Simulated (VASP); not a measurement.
An input for Quantum ESPRESSO's pw.x (written as the equivalent of a VASP run, and not itself run):

```
&CONTROL
  calculation = 'vc-relax'
  pseudo_dir = './pseudo'
  outdir = './out'
  tprnfor = .true.
  tstress = .true.
  nstep = 40
  forc_conv_thr = 0.00078
/
&SYSTEM
  ibrav = 0
  nat = 2
  ntyp = 1
  ecutwfc = 84
  occupations = 'smearing'
  smearing = 'methfessel-paxton'
  degauss = 0.00735
  input_dft = 'pbesol'
/
&ELECTRONS
  conv_thr = 7.3e-08
  electron_maxstep = 100
/
&IONS
/
&CELL
  press = 450
/
ATOMIC_SPECIES
  Ti 47.867 Ti.upf
CELL_PARAMETERS angstrom
     1.3583371   -2.3527090   -0.0000000
     1.3583371    2.3527090   -0.0000000
     0.0000000   -0.0000000    4.3379784
ATOMIC_POSITIONS crystal
  Ti   0.3333330  0.6666670  0.2500000
  Ti   0.6666670  0.3333330  0.7500000
K_POINTS automatic
  15 15 9 0 0 0
```

Write the VASP files for the same calculation (PBEsol).

Several could match; the one computed here: 
### INCAR
```
SYSTEM = Ti
PREC = Accurate
ENCUT = 500
EDIFF = 1E-6
NELM = 100
ALGO = Normal
LREAL = .FALSE.
LASPH = .TRUE.
ISMEAR = 1
SIGMA = 0.1
GGA = PS
LMAXMIX = 4
LWAVE = .FALSE.
LCHARG = .FALSE.
IBRION = 2
ISIF = 3
NSW = 40
EDIFFG = -0.02
PSTRESS = 450
```

### KPOINTS
```
K-points
0
G
15 15 9
0 0 0
```

POSCAR:
```
Ti
1
    1.3583371043    -2.3527089947    -0.0000000000
    1.3583371043     2.3527089947    -0.0000000000
    0.0000000000    -0.0000000000     4.3379784038
Ti
2
Direct
  0.3333330000   0.6666670000   0.2500000000
  0.6666670000   0.3333330000   0.7500000000
```

POTCAR, in this order: Ti_sv (PBE.64 set). Program: vasp_std.

What does not carry over: the potentials are each code's own (VASP's PAW set, PseudoDojo norm-conserving files in pw.x), so ENCUT and ecutwfc are chosen apart and not converted; conv_thr bounds pw.x's estimated SCF error, while EDIFF bounds the energy change between steps; forc_conv_thr acts on force components and is met together with etot_conv_thr.

The compound is Ti in the hcp structure. This run relaxes it under an external pressure of 45 GPa. Symmetry was kept, so distortions that lower it aren't found.
